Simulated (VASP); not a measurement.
```
CELL_PARAMETERS angstrom
      0.01699     2.26599     2.26599
      2.28298     0.00000     2.28298
      2.26599     2.26599     0.01699
ATOMIC_POSITIONS crystal
  B  0.00000 0.00000 0.00000
  P  0.25000 0.25000 0.25000
```

Computed with r2SCAN meta-GGA, VASP's PBE PAW potentials (set 64) (plane waves; VASP 6.6.1). Run with 600 eV cut-off, 10×10×10 Γ-centred mesh, Gaussian smearing of 0.050 eV, potentials B P.

Task: What does the run give for the energy per atom (σ→0)?

Result: 
energy per atom (σ→0): -8.655 eV/atom

The absolute energy has meaning only against runs of the same code, potentials and settings.

The compound is BP in the zinc blende structure. This cell was strained or had an atom moved on purpose.
